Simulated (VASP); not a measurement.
These are PBE GGA, VASP's PBE PAW potentials (set 64) (plane waves; VASP 6.6.1) values and carry that method's errors.

A VASP calculation is set up with these files.

File POSCAR:
```
B32HN32
1.0
  7.2488848260   0.0000000000   0.0000000000
  0.0000000000   7.2488848260   0.0000000000
  0.0000000000   0.0000000000   7.2488848260
B N H
32 32 1
Cart
  3.6244424130   0.0000000000   0.0000000000
  5.4366636195   1.8122212065   0.0000000000
  5.4366636195   0.0000000000   1.8122212065
  0.0000000000   0.0000000000   0.0000000000
  1.7911631961   1.7711272784   0.0486907594
  3.6495525500   3.6269215316   0.0306627828
  5.4366636195   5.4366636195   0.0000000000
  1.7757158225   7.2318571955   1.7791662917
  3.6447320416   1.8615208722   1.8259288477
  5.3870015096   3.5815580104   1.8190714027
  3.6481462664   0.0498505809   3.5767519997
  5.3940329278   1.7903803165   3.5829063029
  5.4366636195   0.0000000000   5.4366636195
  0.0000000000   3.6244424130   0.0000000000
  1.8122212065   5.4366636195   0.0000000000
  0.0074880980   1.7849798973   1.8134245214
  1.8081545821   3.6288279883   1.8198977755
  3.6393533691   5.4845642504   1.8339243677
  0.0000000000   0.0000000000   3.6244424130
  1.7643568200   1.7732584506   3.5989118406
  3.6034713892   3.6284365485   3.5857623636
  5.4366636195   5.4366636195   3.6244424130
  1.8122212065   0.0000000000   5.4366636195
  3.6647679593   1.8141784054   5.4804758794
  5.4366636195   3.6244424130   5.4366636195
  0.0000000000   5.4366636195   1.8122212065
  7.2441440553   3.5880167667   3.5792166206
  1.7839795512   5.4241230488   3.6178314300
  0.0000000000   1.8122212065   5.4366636195
  1.7669446719   3.6037033535   5.3912566049
  3.6244424130   5.4366636195   5.4366636195
  0.0000000000   5.4366636195   5.4366636195
  4.4917062425   0.9172158948   0.8856977436
  6.3427742228   2.7183318097   0.9061106033
  6.3427742228   0.9061106033   2.7183318097
  0.8789997740   0.9091116416   0.9253491436
  2.7457180966   2.7232248070   0.8718451247
  4.5522634263   4.4820144835   0.9074299003
  6.3427742228   6.3427742228   0.9061106033
  2.7524595595   0.9166939751   2.7138592478
  4.4822609455   2.6821961189   2.7329020683
  6.3427742228   4.5305530162   2.7183318097
  4.5801498862   0.8660170213   4.5603024396
  6.3427742228   2.7183318097   4.5305530162
  6.3427742228   0.9061106033   6.3427742228
  0.8979121145   4.4819854879   0.8935192903
  2.7183318097   6.3427742228   0.9061106033
  0.9128520661   2.7194046447   2.7190059560
  2.6717432270   4.5003106688   2.6945627164
  4.5305530162   6.3427742228   2.7183318097
  0.8688150908   0.9447906527   4.4911843228
  2.7538803409   2.6692641084   4.4929168062
  4.5591933602   4.5006658641   4.5247611573
  6.3427742228   6.3427742228   4.5305530162
  2.7183318097   0.9061106033   6.3427742228
  4.5305530162   2.7183318097   6.3427742228
  6.3427742228   4.5305530162   6.3427742228
  0.9061106033   6.3427742228   2.7183318097
  0.8577025504   4.5725748016   4.5050079461
  2.7183318097   6.3427742228   4.5305530162
  0.9061106033   2.7183318097   6.3427742228
  2.7183318097   4.5305530162   6.3427742228
  4.5305530162   6.3427742228   6.3427742228
  0.9061106033   6.3427742228   6.3427742228
  2.6964981687   2.7002530910   2.7450367014
```

### KPOINTS
```
K-points
0
gamma
 1 1 1
```

### INCAR
```
NELM = 100   ! most electronic steps
EDIFFG = -0.03   ! ionic stop
LASPH = T
ISYM = 0
EDIFF = 1E-5
IBRION = 2
PREC = Normal
NELMIN = 4
LREAL = Auto   ! projection in real space or not
SYSTEM = B32HN32
ISIF = 2
LWAVE = T
NSW = 60
NELECT = 258.0
GGA = PE   ! PBE
ALGO = Fast
ENCUT = 400   ! plane-wave cut-off (eV)
LCHARG = F
ISMEAR = 0   ! Gaussian
SIGMA = 0.05
```

POTCAR, in this order: B N H (PBE.64 set). Program: vasp_gam.

The resulting files:

**OUTCAR**
```
 ion  position               nearest neighbor table
   1  0.500  0.000  0.000-  33 1.54  47 1.57  55 1.57  63 1.57
   2  0.750  0.250  0.000-  34 1.57  45 1.57  56 1.57  33 1.57
   3  0.750  0.000  0.250-  35 1.57  39 1.57  50 1.57  33 1.61
   4  0.000  0.000  0.000-  36 1.57  39 1.57  45 1.57  64 1.57
   5  0.247  0.244  0.007-  36 1.53  37 1.58  55 1.59  61 1.61
   6  0.503  0.500  0.004-  38 1.52  37 1.53  56 1.57  62 1.60
   7  0.750  0.750  0.000-  39 1.57  57 1.57  63 1.57  38 1.59
   8  0.245  0.998  0.245-  36 1.55  58 1.56  47 1.56  40 1.64
   9  0.503  0.257  0.252-  41 1.48  37 1.57  40 1.57  33 1.58
  10  0.743  0.494  0.251-  38 1.53  41 1.57  34 1.58  42 1.62
  11  0.503  0.007  0.493-  40 1.52  50 1.56  43 1.58  60 1.64
  12  0.744  0.247  0.494-  41 1.53  35 1.56  43 1.57  44 1.63
  13  0.750  0.000  0.750-  43 1.50  45 1.57  54 1.57  63 1.57
  14  0.000  0.500  0.000-  46 1.53  34 1.57  57 1.57  61 1.57
  15  0.250  0.750  0.000-  47 1.57  62 1.57  64 1.57  46 1.60
  16  0.001  0.246  0.250-  36 1.52  35 1.56  48 1.59  34 1.59
  17  0.249  0.501  0.251-  49 1.51  46 1.55  48 1.56  37 1.61
  18  0.502  0.757  0.253-  50 1.52  47 1.56  49 1.63  38 1.64
  19  0.000  0.000  0.500-  51 1.55  35 1.57  54 1.57  58 1.57
  20  0.243  0.245  0.496-  51 1.51  48 1.55  40 1.58  52 1.61
  21  0.497  0.501  0.495-  41 1.55  49 1.56  52 1.57  53 1.60
  22  0.750  0.750  0.500-  53 1.57  50 1.57  42 1.57  54 1.57
  23  0.250  0.000  0.750-  55 1.57  60 1.57  64 1.57  51 1.64
  24  0.506  0.250  0.756-  56 1.52  55 1.57  52 1.59  43 1.61
  25  0.750  0.500  0.750-  53 1.54  44 1.57  56 1.57  57 1.57
  26  0.000  0.750  0.250-  39 1.57  42 1.57  58 1.57  46 1.60
  27  0.999  0.495  0.494-  48 1.53  42 1.56  44 1.57  59 1.60
  28  0.246  0.748  0.499-  59 1.54  58 1.56  49 1.58  60 1.60
  29  0.000  0.250  0.750-  51 1.55  45 1.57  44 1.57  61 1.57
  30  0.244  0.497  0.744-  61 1.56  59 1.60  52 1.63  62 1.63
  31  0.500  0.750  0.750-  60 1.57  62 1.57  63 1.57  53 1.61
  32  0.000  0.750  0.750-  59 1.53  57 1.57  54 1.57  64 1.57
  33  0.620  0.127  0.122-   1 1.54   2 1.57   9 1.58   3 1.61
  34  0.875  0.375  0.125-   2 1.57  14 1.57  10 1.58  16 1.59
  35  0.875  0.125  0.375-  16 1.56  12 1.56   3 1.57  19 1.57
  36  0.121  0.125  0.128-  16 1.52   5 1.53   8 1.55   4 1.57
  37  0.379  0.376  0.120-   6 1.53   9 1.57   5 1.58  17 1.61
  38  0.628  0.618  0.125-   6 1.52  10 1.53   7 1.59  18 1.64
  39  0.875  0.875  0.125-   3 1.57   4 1.57   7 1.57  26 1.57
...
```

OSZICAR:
```
...
RMM:   3    -0.542122681854E+03    0.23704E-02   -0.30613E+00   326   0.485E+00    0.381E+00
RMM:   4    -0.542070132602E+03    0.52549E-01   -0.64582E-01   326   0.196E+00    0.147E+00
RMM:   5    -0.542074316088E+03   -0.41835E-02   -0.11050E-01   329   0.827E-01    0.539E-01
RMM:   6    -0.542074912151E+03   -0.59606E-03   -0.28974E-02   325   0.393E-01    0.116E-01
RMM:   7    -0.542075002775E+03   -0.90624E-04   -0.50769E-03   332   0.161E-01    0.796E-02
RMM:   8    -0.542075073106E+03   -0.70330E-04   -0.16600E-03   324   0.888E-02    0.337E-02
RMM:   9    -0.542075051530E+03    0.21575E-04   -0.31337E-04   327   0.377E-02    0.180E-02
RMM:  10    -0.542075061688E+03   -0.10158E-04   -0.16789E-04   319   0.250E-02    0.154E-02
RMM:  11    -0.542075057064E+03    0.46243E-05   -0.30692E-05   226   0.126E-02
   2 F= -.54207506E+03 E0= -.54207506E+03  d E =0.298970E+00
       N       E                     dE             d eps       ncg     rms          rms(c)
DAV:   1    -0.544211628688E+03   -0.21366E+01   -0.28773E+02   324   0.480E+01    0.474E+00
RMM:   2    -0.544540058084E+03   -0.32843E+00   -0.60644E+00   324   0.685E+00    0.195E+00
RMM:   3    -0.544535293585E+03    0.47645E-02   -0.76542E-01   325   0.236E+00    0.146E+00
RMM:   4    -0.544527289068E+03    0.80045E-02   -0.13512E-01   327   0.900E-01    0.561E-01
RMM:   5    -0.544528147695E+03   -0.85863E-03   -0.23377E-02   325   0.392E-01    0.180E-01
RMM:   6    -0.544528322516E+03   -0.17482E-03   -0.63299E-03   325   0.179E-01    0.541E-02
RMM:   7    -0.544528389992E+03   -0.67476E-04   -0.11755E-03   336   0.745E-02    0.450E-02
RMM:   8    -0.544528385200E+03    0.47923E-05   -0.39080E-04   324   0.411E-02    0.197E-02
RMM:   9    -0.544528379978E+03    0.52215E-05   -0.58022E-05   251   0.174E-02
   3 F= -.54452838E+03 E0= -.54452838E+03  d E =-.215435E+01
       N       E                     dE             d eps       ncg     rms          rms(c)
DAV:   1    -0.544588860616E+03   -0.60475E-01   -0.75696E+01   344   0.250E+01    0.183E+00
RMM:   2    -0.544657246023E+03   -0.68385E-01   -0.13104E+00   324   0.321E+00    0.918E-01
RMM:   3    -0.544653862570E+03    0.33835E-02   -0.18274E-01   324   0.113E+00    0.536E-01
RMM:   4    -0.544653877401E+03   -0.14831E-04   -0.37780E-02   327   0.439E-01    0.214E-01
RMM:   5    -0.544654260126E+03   -0.38272E-03   -0.50650E-03   326   0.178E-01    0.927E-02
RMM:   6    -0.544654337030E+03   -0.76904E-04   -0.11904E-03   330   0.758E-02    0.192E-02
RMM:   7    -0.544654356572E+03   -0.19542E-04   -0.23610E-04   326   0.306E-02    0.143E-02
RMM:   8    -0.544654358231E+03   -0.16595E-05   -0.35769E-05   226   0.128E-02
   4 F= -.54465436E+03 E0= -.54465436E+03  d E =-.125978E+00
       N       E                     dE             d eps       ncg     rms          rms(c)
DAV:   1    -0.544740630581E+03   -0.86274E-01   -0.11976E+01   360   0.995E+00    0.722E-01
RMM:   2    -0.544751270312E+03   -0.10640E-01   -0.20651E-01   324   0.127E+00    0.365E-01
RMM:   3    -0.544750686118E+03    0.58419E-03   -0.28821E-02   324   0.449E-01    0.208E-01
RMM:   4    -0.544750696973E+03   -0.10855E-04   -0.60209E-03   327   0.174E-01    0.808E-02
RMM:   5    -0.544750757198E+03   -0.60225E-04   -0.79765E-04   326   0.703E-02    0.352E-02
RMM:   6    -0.544750769612E+03   -0.12413E-04   -0.19751E-04   323   0.301E-02    0.744E-03
RMM:   7    -0.544750772171E+03   -0.25592E-05   -0.32867E-05   229   0.118E-02
   5 F= -.54475077E+03 E0= -.54475077E+03  d E =-.222392E+00
       N       E                     dE             d eps       ncg     rms          rms(c)
DAV:   1    -0.544763359121E+03   -0.12590E-01   -0.83465E+00   360   0.826E+00    0.680E-01
RMM:   2    -0.544772156769E+03   -0.87976E-02   -0.16906E-01   324   0.115E+00    0.341E-01
RMM:   3    -0.544771914127E+03    0.24264E-03   -0.24599E-02   326   0.403E-01    0.206E-01
RMM:   4    -0.544771854015E+03    0.60111E-04   -0.48841E-03   326   0.158E-01    0.790E-02
RMM:   5    -0.544771912336E+03   -0.58321E-04   -0.80259E-04   331   0.661E-02    0.279E-02
RMM:   6    -0.544771922347E+03   -0.10011E-04   -0.18583E-04   326   0.274E-02    0.748E-03
RMM:   7    -0.544771923564E+03   -0.12166E-05   -0.21342E-05   212   0.101E-02
   6 F= -.54477192E+03 E0= -.54477192E+03  d E =-.211514E-01
       N       E                     dE             d eps       ncg     rms          rms(c)
DAV:   1    -0.544780854314E+03   -0.89320E-02   -0.11003E+00   360   0.300E+00    0.246E-01
RMM:   2    -0.544782025053E+03   -0.11707E-02   -0.22267E-02   324   0.416E-01    0.124E-01
RMM:   3    -0.544781991162E+03    0.33890E-04   -0.32002E-03   326   0.146E-01    0.752E-02
RMM:   4    -0.544781982220E+03    0.89422E-05   -0.64684E-04   326   0.571E-02    0.286E-02
RMM:   5    -0.544781989796E+03   -0.75757E-05   -0.10412E-04   287   0.237E-02    0.102E-02
RMM:   6    -0.544781990930E+03   -0.11341E-05   -0.22219E-05   213   0.969E-03
   7 F= -.54478199E+03 E0= -.54478199E+03  d E =-.312188E-01
       N       E                     dE             d eps       ncg     rms          rms(c)
DAV:   1    -0.544787486377E+03   -0.54966E-02   -0.17002E+00   344   0.372E+00    0.242E-01
RMM:   2    -0.544789058657E+03   -0.15723E-02   -0.25756E-02   324   0.446E-01    0.132E-01
RMM:   3    -0.544789038194E+03    0.20464E-04   -0.38575E-03   328   0.159E-01    0.700E-02
RMM:   4    -0.544789040571E+03   -0.23771E-05   -0.72214E-04   328   0.613E-02    0.252E-02
RMM:   5    -0.544789049864E+03   -0.92933E-05   -0.11477E-04   285   0.241E-02    0.112E-02
RMM:   6    -0.544789051044E+03   -0.11798E-05   -0.20114E-05   208   0.949E-03
   8 F= -.54478905E+03 E0= -.54478905E+03  d E =-.706011E-02
       N       E                     dE             d eps       ncg     rms          rms(c)
DAV:   1    -0.544789095527E+03   -0.45663E-04   -0.11870E-02   384   0.311E-01    0.200E-02
RMM:   2    -0.544789106023E+03   -0.10496E-04   -0.17885E-04   324   0.370E-02    0.110E-02
RMM:   3    -0.544789105606E+03    0.41732E-06   -0.25611E-05   216   0.131E-02    0.597E-03
RMM:   4    -0.544789105507E+03    0.98957E-07   -0.44937E-06   192   0.493E-03
   9 F= -.54478911E+03 E0= -.54478911E+03  d E =-.711458E-02
       N       E                     dE             d eps       ncg     rms          rms(c)
DAV:   1    -0.544790862237E+03   -0.17566E-02   -0.41918E-01   344   0.186E+00    0.128E-01
RMM:   2    -0.544791229756E+03   -0.36752E-03   -0.62103E-03   324   0.218E-01    0.668E-02
RMM:   3    -0.544791256724E+03   -0.26968E-04   -0.10531E-03   327   0.796E-02    0.367E-02
RMM:   4    -0.544791264667E+03   -0.79434E-05   -0.19431E-04   331   0.301E-02    0.142E-02
RMM:   5    -0.544791266597E+03   -0.19304E-05   -0.28724E-05   221   0.119E-02
  10 F= -.54479127E+03 E0= -.54479127E+03  d E =-.216109E-02
       N       E                     dE             d eps       ncg     rms          rms(c)
DAV:   1    -0.544791273874E+03   -0.92070E-05   -0.19969E-03   384   0.129E-01    0.877E-03
RMM:   2    -0.544791275164E+03   -0.12897E-05   -0.26598E-05   215   0.143E-02    0.482E-03
RMM:   3    -0.544791275082E+03    0.82013E-07   -0.37855E-06   187   0.507E-03    0.250E-03
RMM:   4    -0.544791275057E+03    0.25135E-07   -0.52450E-07   101   0.195E-03
  11 F= -.54479128E+03 E0= -.54479128E+03  d E =-.216955E-02
       N       E                     dE             d eps       ncg     rms          rms(c)
DAV:   1    -0.544791686808E+03   -0.41173E-03   -0.93653E-02   344   0.875E-01    0.655E-02
RMM:   2    -0.544791781483E+03   -0.94675E-04   -0.15323E-03   324   0.109E-01    0.336E-02
RMM:   3    -0.544791785271E+03   -0.37881E-05   -0.24618E-04   328   0.390E-02    0.193E-02
RMM:   4    -0.544791785599E+03   -0.32810E-06   -0.43879E-05   237   0.150E-02
  12 F= -.54479179E+03 E0= -.54479179E+03  d E =-.510542E-03
```

File OUTCAR:
```
------------------------ aborting loop because EDIFF is reached ----------------------------------------
  FORCE on cell =-STRESS in cart. coord.  units (eV):
  Direction    XX          YY          ZZ          XY          YZ          ZX
  --------------------------------------------------------------------------------------
  Total        7.9652493      7.9669486      7.9706836     -0.0784026     -0.0682021     -0.0526335
  in kB       33.5039766     33.5111242     33.5268345     -0.3297825     -0.2868763     -0.2213905
  external PRESSURE =      33.5139784 kB  Pullay stress =       0.0000000 kB
  volume of cell :      380.90
      direct lattice vectors                 reciprocal lattice vectors
     7.248884826  0.000000000  0.000000000     0.137952254  0.000000000  0.000000000
     0.000000000  7.248884826  0.000000000     0.000000000  0.137952254  0.000000000
     0.000000000  0.000000000  7.248884826     0.000000000  0.000000000  0.137952254
  FREE ENERGIE OF THE ION-ELECTRON SYSTEM (eV)
  ---------------------------------------------------
  free  energy   TOTEN  =      -544.7917855990 eV

  energy  without entropy=     -544.7917855990  energy(sigma->0) =     -544.79178560

 reached required accuracy - stopping structural energy minimisation
```
(Selected blocks of OUTCAR.)

**CONTCAR**
```
B32HN32
   1.00000000000000
     7.2488848260000003    0.0000000000000000    0.0000000000000000
     0.0000000000000000    7.2488848260000003    0.0000000000000000
     0.0000000000000000    0.0000000000000000    7.2488848260000003
  B               N               H
    32    32     1
Direct
     0.4997294434715033    0.9992760236254213    0.9994441348485821
     0.7496340502120760    0.2492816149214099    0.9994034602786059
     0.7495965719921758    0.9992986689204651    0.2494518238953354
     0.9994807075955461    0.9992513949656313    0.9993576254257203
     0.2497991221827690    0.2496930046585230    0.9969237774093614
     0.4992407600820210    0.4991399093666798    0.9969413939268020
     0.7497189552200411    0.7496217052068126    0.9993424356534343
     0.2497771618909535    0.9967582862957527    0.2498128317805099
     0.4950666707852562    0.2537205674120085    0.2539011956213010
     0.7520892037898262    0.4991363962423958    0.2497893626665588
     0.4992040725121259    0.9967834028209840    0.4992980728548062
     0.7521026902146674    0.2496865326261093    0.4993216340979693
     0.7497119865273502    0.9991911161575007    0.7497374585531800
     0.9993780370672379    0.4995423873747912    0.9993591445283119
     0.2494316757741247    0.7495712289932956    0.9993614699836892
     0.9968259293391407    0.2496349868435535    0.2498036973910004
     0.2536676192239483    0.4951170240167848    0.2538098812262415
     0.4992151773663341    0.7519711180592432    0.2497648690676774
     0.9993874688308799    0.9991914053371237    0.4997004789856775
     0.2538692880391013    0.2538666607825183    0.4950810062955643
     0.4946394760676153    0.4945974493511646    0.4947965529896938
     0.7495551511569943    0.7494641227901412    0.4996816691166099
     0.2493985617362752    0.9992875510370727    0.7496651326928407
     0.4992488051286235    0.2496389705729399    0.7522259031226062
     0.7495332859507899    0.4995862596935808    0.7496106241960511
     0.9993903238326776    0.7495522355052940    0.2493588401077204
     0.9968397089108426    0.4991274816450084    0.4992799182440290
     0.2497565415409241    0.7520276705791255    0.4992293661048062
     0.9994045416055857    0.2492402886171488    0.7496813364102382
     0.2498014703883389    0.4991465202753455    0.7522369948282080
     0.4997628229522708    0.7494917246990409    0.7496062367957452
     0.9994398923513531    0.7495513599939775    0.7497006557128163
     0.6248266844696437    0.1240772120514052    0.1242368407281333
     0.8744660787302633    0.3743956925823786    0.1230911309075719
     0.8745009779659847    0.1229470583574224    0.3746151156430377
     0.1245719212520306    0.1243939880569404    0.1245312332833253
     0.3744590692558912    0.3744820605529749    0.1162645307337817
     0.6244638689369814    0.6244132335981332    0.1245426431852824
     0.8745311370627689    0.8744053209398444    0.1242130392893564
     0.3744827332227925    0.1159874509667605    0.3745650486846000
     0.6327785889948050    0.3743150603978841    0.3745068827083516
     0.8744421309133514    0.6257935699833278    0.3745254518023097
     0.6244553677572046    0.1244304161352452    0.6245459556480143
     0.8744561741151907    0.3744165228343446    0.6259581778161898
     0.8745457433894029    0.1240825075389796    0.8745181153822487
     0.1241522756545392    0.6247673445343119    0.1241247145283522
     0.3745469104205579    0.8743731465183082    0.1231022568955062
     0.1159578008855712    0.3744644836395156    0.3745298712762054
     0.3743634265353702    0.6328050996699141    0.3744331742176921
     0.6258506891639453    0.8743575931304713    0.3745600807708689
     0.1241757157986657    0.1239818390548537    0.6248661590533608
     0.3744109269414022    0.3743099447178618    0.6330809712152261
     0.6247450678004818    0.6246818331105969    0.6247894639041109
     0.8745249980451829    0.8742840443403029    0.6248437189534386
     0.3745535203133218    0.1229507681414179    0.8745802889858116
     0.6259092398483824    0.3744540741290812    0.8745466812713167
     0.8745366718890338    0.6247019048313802    0.8744818845383776
     0.1230570100971112    0.8743523932965832    0.3745449444730020
     0.1245767359863537    0.6243369033699143    0.6245122174429429
     0.3745347834622957    0.8743781116122591    0.6259371572906833
     0.1230932274421346    0.3743996265566714    0.8745500879489890
     0.3745749434793584    0.6258263780142721    0.8744912064906029
     0.6248416570533341    0.8743778052441300    0.8745066809621185
     0.1243220894657682    0.8743468126784170    0.8744502906974877
     0.3742086599115304    0.3745147300272685    0.3747839984600126
```

### OUTCAR
```
 val. band max:        9.1052376130   @ k =   0.0000   0.0000   0.0000

 cond. band min:      11.8470111592   @ k =   0.0000   0.0000   0.0000


 Fermi energy:         9.4148424589

 k-point     1 :       0.0000    0.0000    0.0000
  band No.  band energies     occupation
      1     -12.8467      2.00000
      2     -10.9892      2.00000
      3     -10.9527      2.00000
      4     -10.9523      2.00000
      5     -10.8145      2.00000
      6     -10.8129      2.00000
      7     -10.8109      2.00000
      8      -9.3055      2.00000
      9      -9.2942      2.00000
     10      -9.2929      2.00000
     11      -9.2384      2.00000
     12      -9.2369      2.00000
     13      -9.2368      2.00000
     14      -9.2169      2.00000
     15      -9.2150      2.00000
     16      -9.2140      2.00000
     17      -9.0116      2.00000
     18      -9.0097      2.00000
     19      -9.0057      2.00000
     20      -8.6874      2.00000
     21      -8.6857      2.00000
     22      -8.6855      2.00000
     23      -8.4400      2.00000
     24      -7.3223      2.00000
     25      -7.3209      2.00000
     26      -7.1707      2.00000
     27      -7.0371      2.00000
     28      -7.0068      2.00000
     29      -7.0061      2.00000
     30      -6.8856      2.00000
     31      -6.8839      2.00000
     32      -6.8816      2.00000
     33      -3.8100      2.00000
     34      -3.2604      2.00000
     35      -3.2602      2.00000
     36      -3.2588      2.00000
     37      -1.5504      2.00000
     38      -1.5500      2.00000
     39      -1.5498      2.00000
     40      -1.0483      2.00000
     41      -0.3098      2.00000
     42      -0.3097      2.00000
     43      -0.2898      2.00000
     44      -0.2896      2.00000
     45      -0.2892      2.00000
     46      -0.2303      2.00000
     47      -0.2297      2.00000
     48      -0.2279      2.00000
     49      -0.1559      2.00000
     50      -0.1547      2.00000
     51      -0.1541      2.00000
...
```

At this cut-off the stress carries a Pulay error, which pulls relaxed volumes low. The cell is charged, with a uniform compensating background. The supercell is sampled at Γ alone, which is coarse: total energies, pressure and levels can be off, energies of defects by several tenths of an eV.

The cell is a supercell with a defect, built from BN (zinc blende): H_i, charge -1. The run is not spin-polarised, so no state with unpaired spins was tried.
